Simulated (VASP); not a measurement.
A run of VASP 6.6.1 is set up as follows.

Contents of INCAR:

```
PREC = Accurate ; ENCUT = 520
EDIFF = 1E-6 ; ISMEAR = -1
SIGMA = 0.05 ; LREAL = False
LASPH = True ; NELM = 60
ALGO = Normal ; ISIF = 2
LWAVE = False ; LCHARG = False
GGA = PE ; NBANDS = 54
```

KPOINTS

```
Automatic mesh
0
Gamma
  3 3 3
```

Contents of POSCAR:

```
Sr2MoRhO6
1.0
   -0.0186790000      4.0838300000      4.0739750000
    4.1573650000      0.0263170000      4.0289790000
    4.1614000000      4.0428680000      0.0222820000
O Rh Sr Mo
6 1 2 1
Direct
    0.7475591992      0.2437994376      0.2408983538
    0.2379267058      0.7297319036      0.2628145233
    0.2517742391      0.7300925767      0.7820386327
    0.7487510176      0.2431912377      0.7528356276
    0.2192929816      0.2562211377      0.7454578708
    0.7479192587      0.7647189898      0.2481324605
    0.4870335616      0.5120057829      0.5044385011
    0.2538766425      0.2569099050      0.2352703212
    0.7582554002      0.7536613078      0.7383032897
    0.0086614688      0.9847681677      0.0146811347
```

Potentials or basis: VASP PAW PBE potentials, release 64 (O, Rh_pv, Sr_sv, Mo_sv).

The run is started by

```console
$ cat potpaw_PBE.64/O/POTCAR potpaw_PBE.64/Rh_pv/POTCAR potpaw_PBE.64/Sr_sv/POTCAR potpaw_PBE.64/Mo_sv/POTCAR > POTCAR
$ mpirun -np 1 vasp_std > vasp.out
```

Problem. What does it give for the pressure?

Solution. -8.4 GPa.

Problem. Estimate the band gap on the k mesh.

Solution. None (metal or under the smearing width).

Stress tensor (GPa, compression positive):
```
-10.08   1.56   0.17
  1.56  -7.22  -0.14
  0.17  -0.14  -7.77
```

Caveat: the k mesh is coarse (spacing up to 0.45 Å⁻¹), so the values aren't converged; an odd number of electrons without spin polarisation forces a metal; a magnetic or distorted state may lie lower.
